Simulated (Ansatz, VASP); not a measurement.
# Zr (Zirconium): VASP beside Ansatz, part 2 of 2

Aim: how closely do two programs agree when they are given the same cell, functional and k mesh? The cell is taken from a series of runs on this material, whose earlier steps may have relaxed, scaled, displaced or heated it; both programs get it as it stands.

VASP 6.6.1 and Ansatz 0.2.0.

So far: The structure; VASP: zone-centre phonons, LDA, pair 1; Ansatz: zone-centre phonons, LDA, pair 1.

### Step 4. Comparison

Known differences besides the potentials themselves: the two LDA forms differ slightly; the cutoff is 420 eV in Ansatz and 500 eV in VASP; VASP's log shows a relativistic correction to its local exchange, Ansatz's none. Total energies have different zeros and are not compared.

The two programs side by side:

```
                  quantity  Ansatz   VASP  difference
optical mode 1 to 2 (cm⁻¹)    57.5   57.1     +0.78 %
     optical mode 3 (cm⁻¹)   192.2  192.7     -0.30 %
```

Modes are paired by rising frequency, not by their patterns, so a pair may set unlike modes beside each other; they are those without the splitting of longitudinal modes.

### Step 5. VASP: zone-centre phonons, LDA, pair 2

Second derivatives magnify differences that forces hide, and they need a tight electronic threshold. The cell compared in this pair holds 43.22 Å³, against 43.10 Å³ for the pair before.

Input file INCAR:

```
SYSTEM = Zr
PREC = Accurate
ENCUT = 500
EDIFF = 1E-08
NELM = 120
ISMEAR = 1
SIGMA = 0.2
LREAL = .FALSE.
ALGO = Normal
GGA = CA
NBANDS = 18
LASPH = .TRUE.
LORBIT = 11
LWAVE = .FALSE.
LCHARG = .FALSE.
ISIF = 2
IBRION = 8
GGA_COMPAT = .FALSE.
KPAR = 2
```

Input file POSCAR:

```
Zr
1.0
    3.1787446349      0.0000000000      0.0000000000
   -1.5893723175      2.7528736060      0.0000000000
    0.0000000000      0.0000000000      4.9392242791
Zr
2
Direct
    0.3333334585      0.6666665415      0.2500000000
    0.6666665415      0.3333334585      0.7500000000
```

Input file KPOINTS:

```
Automatic mesh
0
Gamma
15 15 8
0 0 0
```

Potentials, in the order of the species: Zr_sv (LDA family, release 64).

Started as:

```console
$ mpirun -np 2 vasp_std
```

Numbers of over 12 decimals in the logs are rounded to 6 here.

The program printed:

```text
[... set-up lines as in an earlier step ...]
 entering main loop
       N       E                     dE             d eps       ncg     rms          rms(c)
DAV:   1     0.211904213109E+03    0.21190E+03   -0.13196E+04  4860   0.130E+03
DAV:   2    -0.383968605649E+01   -0.21574E+03   -0.21222E+03  5752   0.381E+02
DAV:   3    -0.188557920010E+02   -0.15016E+02   -0.14867E+02  8654   0.742E+01
DAV:   4    -0.192475668137E+02   -0.39177E+00   -0.39130E+00  5696   0.120E+01
[...]
DAV:  12    -0.185671384621E+02    0.15685E-07   -0.28180E-07  6666   0.359E-03    0.213E-03
DAV:  13    -0.185671384771E+02   -0.14963E-07   -0.36434E-08  4574   0.147E-03    0.525E-04
DAV:  14    -0.185671384789E+02   -0.18385E-08   -0.40245E-09  2962   0.778E-04
   1 F= -.18567138E+02 E0= -.18567382E+02  d E =0.729304E-03
 Linear response reoptimize wavefunctions to high precision
DAV:   1    -0.185671384790E+02   -0.15189E-09   -0.11741E-09  3002   0.390E-04
DAV:   2    -0.185671384791E+02   -0.36380E-10   -0.30207E-10  2904   0.182E-04
 Linear response DOF=           2
 Linear response progress:
[...]
RMM:  21    -0.612619297986E+00    0.12838E-06    0.56742E-08 53039   0.446E-04    0.728E-06
RMM:  22    -0.612619263970E+00    0.34016E-07    0.32283E-08 54247   0.402E-04    0.981E-06
RMM:  23    -0.612619271427E+00   -0.74565E-08    0.49849E-08 53908   0.369E-04    0.141E-05
 first order change of Fermi-energy   0.13399E-04
 force on displaced ion       1 direction 1 :  -0.500   0.000   0.000
 Linear response progress:
  Degree of freedom:   2/  2
       N       E                     dE             d eps       ncg     rms          rms(c)
RMM:   1    -0.765934643859E+00   -0.76593E+00    0.30253E+00  7594   0.136E+01
RMM:   2    -0.717385384349E+00    0.48549E-01   -0.26852E-01 11188   0.278E+00    0.250E-01
RMM:   3    -0.720458939327E+00   -0.30736E-02   -0.44608E-02 13745   0.990E-01    0.858E-02
RMM:   4    -0.723198072646E+00   -0.27391E-02   -0.62829E-03 15408   0.360E-01    0.321E-02
[...]
RMM:  17    -0.723294869463E+00   -0.22344E-06   -0.62620E-06 17309   0.779E-04    0.654E-05
RMM:  18    -0.723294784203E+00    0.85260E-07   -0.34197E-06 16385   0.663E-04    0.606E-05
RMM:  19    -0.723295025962E+00   -0.24176E-06   -0.34365E-06 16587   0.567E-04    0.582E-05
 first order change of Fermi-energy  -0.12875E-03
 force on displaced ion       1 direction 3 :  -0.000   0.000  -5.758
 Linear response finished
```

OUTCAR, selected parts (step 5):

```text
  Total        0.0138442      0.0138442      1.0678538     -0.0000000     -0.0000000      0.0000000
  in kB        0.5131901      0.5131901     39.5841857     -0.0000000     -0.0000000      0.0000000
  external PRESSURE =      13.5368553 kB  Pullay stress =       0.0000000 kB

 POSITION                                       TOTAL-FORCE (eV/Angst)
 -----------------------------------------------------------------------------------
      0.00000      1.83525      1.23481         0.000000      0.000000      0.000000
      1.58937      0.91762      3.70442        -0.000000     -0.000000      0.000000
 -----------------------------------------------------------------------------------
    total drift:                                0.000170     -0.000098      0.000247

[... 1 part as in an earlier step ...]

[... 1 further part left out ...]
```

### Step 6. Ansatz: zone-centre phonons, LDA, pair 2

The same cell, functional (in two slightly different forms), mesh and smearing now go to Ansatz, which takes its cutoff from its data sets.

The cell is taken from a series of runs on this material, whose earlier steps may have relaxed, scaled, displaced or heated it; both programs get it as it stands.

Input file input.yaml:

```yaml
crystal:
  lattice:
    - [3.1787446349, 0.0, 0.0]
    - [-1.5893723175, 2.752873606, 0.0]
    - [0.0, 0.0, 4.9392242791]
  atoms:
    - { symbol: Zr, position: [0.3333334585, 0.6666665415, 0.25] }
    - { symbol: Zr, position: [0.6666665415, 0.3333334585, 0.75] }
kpoints:
  mp_grid: { grid: [15, 15, 8] }
hamiltonian:
  xc: lda
  pseudopotentials: { kind: paw, azcp: { folder: soft_1 }, xc_functional: pbe }
scf:
  occupations: { method: methfessel_paxton, width: 0.2 }
output:
  eigenvalues: true
phonons:
  method: dfpt
```

Started as:

```console
$ ansatz run input.yaml --threads 4 --pin off --max-ram 10240MiB --backend cpu --events-out ev --progress --plain --runs-dir out
```

The program printed:

```text
Warning: the atoms were moved onto the symmetric positions of the space group found under crystal.symmetry.tolerance 1.0e-5 (fractional; no operation is sought that the atoms, as they stand in a round, miss by more than twice it, and no atom is moved by as much as it), and the run uses the moved positions. Before a round's move an operation carried an atom to 1.19e-6 Å from where it should land, the largest such dist [...]
[...]
k-point 2: bands = [... 8 lower, 9.7558, 11.7105, 15.4931, 15.4931, 15.7525, 15.7598, 16.1350, 16.1350, ... 4 higher]
  k-point 319: bands = [... 8 lower, 12.5372, 12.5372, 14.2788, 14.2788, 14.9956, 14.9956, 16.8326, 16.8326, ... 4 higher]
[...]
ASR residual: 1.320e-5 → 0.000e0 eV/Å²; symmetrization residual: 3.095e-10 eV/Å²
  ASR residual per site (eV/Å²): 1.32e-5 1.32e-5
  Γ frequencies (cm⁻¹): 0.00 0.00 0.00 55.15 55.15 184.62
[...]
[key lines of the parts left out:]
SCF converged after 8 iterations
Free energy (F): -8154.953112 eV
Fermi energy:    14.981318 eV
```

### Step 7. Differences

Both answers:

```
                  quantity  Ansatz   VASP  difference
optical mode 1 to 2 (cm⁻¹)    55.1   54.6     +1.05 %
     optical mode 3 (cm⁻¹)   184.6  185.3     -0.36 %
```

Modes are paired by rising frequency, not by their patterns, so a pair may set unlike modes beside each other; they are those without the splitting of longitudinal modes.

### Step 8. Results

```yaml
r_m_s_difference_of_the_optical_zone_centre_modes_each_program_s_sorted_by_frequency_zone_centre_phonons_lda_pair_1: 0.49 cm⁻¹
difference_in_optical_mode_1_to_2_zone_centre_phonons_lda_pair_1: +0.8 %
r_m_s_difference_of_the_optical_zone_centre_modes_each_program_s_sorted_by_frequency_zone_centre_phonons_lda_pair_2: 0.61 cm⁻¹
difference_in_optical_mode_1_to_2_zone_centre_phonons_lda_pair_2: +1.1 %
```

**Reading.** The r.m.s. difference of the optical zone-centre modes, each program's sorted by frequency is 0.49 cm⁻¹ (zone-centre phonons, LDA, pair 1). Among the rows given in per cent, the largest difference of the zone-centre phonons, LDA, pair 1 pair is in optical mode 1 to 2, +0.8 %. Among the rows given in per cent, the largest difference of the zone-centre phonons, LDA, pair 2 pair is in optical mode 1 to 2, +1.1 %. How closely two codes agree says nothing of how well the functional describes the real material.

[Lines on the potential files, build, host, timing and source positions are cut from VASP's logs without a mark.]

[Logs are printed without paths, hosts, clocks, repeated set-up lines and the standing remarks that a program may print on its own settings, such as how far it seeks lower states.]

[Hosts, paths, dates, database ids (printed as entryN), source tags and the programs' standing remarks are cut or masked in the printed files.]
